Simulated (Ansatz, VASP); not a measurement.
# Two plane-wave programs on HgSb

INCAR

```
PREC     = Accurate       # precision mode
ENCUT    = 600            # plane-wave cutoff, eV
EDIFF    = 1E-6           # SCF threshold, eV
ISMEAR   = 0              # smearing method
SIGMA    = 0.1            # smearing width, eV
LREAL    = F              # projectors in reciprocal space
LASPH    = T              # aspherical terms in the spheres
NELM     = 60             # most SCF steps
ALGO     = Normal         # electronic algorithm
ISIF     = 3              # what is computed and relaxed
LWAVE    = F              # write WAVECAR
LCHARG   = F              # write CHGCAR
GGA      = PE             # functional
IBRION   = 2              # ionic algorithm
NSW      = 100            # ionic steps
EDIFFG   = -0.005         # ionic threshold
```

KPOINTS

```
Automatic mesh
0
Gamma
  12 12 12
```

The input POSCAR:

```
HgSb
1.0
    3.7515878856      0.0000000000      0.0000000000
    0.0000000000      3.7515878856      0.0000000000
    0.0000000000      0.0000000000      3.7515878856
Hg Sb
1 1
Direct
    0.0000000000      0.0000000000      0.0000000000
    0.5000000000      0.5000000000      0.5000000000
```

Input for Ansatz:

```yaml
crystal:
  lattice:
    - [3.7515878856, 0.0, 0.0]
    - [0.0, 3.7515878856, 0.0]
    - [0.0, 0.0, 3.7515878856]
  atoms:
    - { symbol: Hg, position: [0.0, 0.0, 0.0] }
    - { symbol: Sb, position: [0.5, 0.5, 0.5] }
basis:
  ecutwfc: 420
kpoints:
  mp_grid: { grid: [12, 12, 12] }
hamiltonian:
  xc: pbe
scf:
  occupations: { method: gaussian, width: 0.1 }
output:
  forces: true
  stress: true
  eigenvalues: true
relax:
  adjacent_minimum: "off"
  f_tol: 0.005
  max_steps: 80
  cell: { stress_tol: 0.05 }
```

The cell comes from a database or a generator and needn't be the stable form of this composition.

Alike in both runs: task relaxation of cell and atoms; functional PBE; k mesh 12 × 12 × 12; occupations gaussian, width 0.1 eV; no spin polarisation.

|  | VASP | Ansatz |
| --- | --- | --- |
| version | VASP 6.6.1 | Ansatz 0.2.0 |
| potentials or method | VASP PAW PBE potentials, release 64 (Hg, Sb) | scalar-relativistic, plane waves, PAW |
| plane-wave cutoff (eV) | 600 | 420 |
| valence electrons in the cell | 17 | 35 |

```tsv
	VASP	Ansatz	Ansatz less VASP
gap on the k mesh at the Fermi level, each at its own relaxed structure (eV)	none	none	-
relaxed volume (Å³/atom)	26.31	26.29	-0.020
relaxed cell length with the largest relative difference (Å)	3.747	3.746	-0.0009
```

A gap of «none» marks a metal or a gap that the smearing closes. The two sets of potentials don't hold the same shells in valence.

The runs have no spin-orbit coupling, so splittings on Hg, Sb are missing.
